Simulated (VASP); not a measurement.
A VASP calculation is set up with these files.

**INCAR**
```
# general
SYSTEM  = CdS
PREC    = Accurate
ENCUT   = 400
LREAL   = .False.
LASPH   = .True.

# electronic loop
EDIFF   = 1E-6
NELM    = 100
ALGO    = Normal
LMAXMIX = 4

# smearing
ISMEAR  = 0
SIGMA   = 0.05

# functional
GGA     = PE

# ions
ISIF    = 2

# output
LWAVE   = .False.
LCHARG  = .False.
```

POSCAR:
```
CdS
1
    2.1114000000    -3.6570520000     0.0000000000
    2.1114000000     3.6570520000     0.0000000000
    0.0000000000     0.0000000000     6.8544000000
Cd S
2 2
Direct
  0.6666670000   0.3333330000   0.5000000000
  0.3333330000   0.6666670000   0.0000000000
  0.6666670000   0.3333330000   0.8770000000
  0.3333330000   0.6666670000   0.3770000000
```

KPOINTS:
```
Automatic mesh
0
Gamma
  5 5 3
```

POTCAR, in this order: Cd S (PBE.64 set). Program: vasp_std.

Translate this PBE calculation to Quantum ESPRESSO's pw.x.

One equivalent input (not run):
```
&CONTROL
  calculation = 'scf'
  pseudo_dir = './pseudo'
  outdir = './out'
  tprnfor = .true.
  tstress = .true.
/
&SYSTEM
  ibrav = 0
  nat = 4
  ntyp = 2
  ecutwfc = 102
  occupations = 'smearing'
  smearing = 'gaussian'
  degauss = 0.003675
  input_dft = 'pbe'
/
&ELECTRONS
  conv_thr = 7.3e-08
  electron_maxstep = 100
/
ATOMIC_SPECIES
  Cd 112.414 Cd.upf
  S 32.060 S.upf
CELL_PARAMETERS angstrom
     2.1114000   -3.6570520    0.0000000
     2.1114000    3.6570520    0.0000000
     0.0000000    0.0000000    6.8544000
ATOMIC_POSITIONS crystal
  Cd   0.6666670  0.3333330  0.5000000
  Cd   0.3333330  0.6666670  0.0000000
  S    0.6666670  0.3333330  0.8770000
  S    0.3333330  0.6666670  0.3770000
K_POINTS automatic
  5 5 3 0 0 0
```
The two are equivalent in intent, not identical: the potentials are each code's own (VASP's PAW set, PseudoDojo norm-conserving files in pw.x), so ENCUT and ecutwfc are chosen apart and not converted; conv_thr bounds pw.x's estimated SCF error, while EDIFF bounds the energy change between steps.

The compound is CdS in the wurtzite structure. The cell was not relaxed at this level.
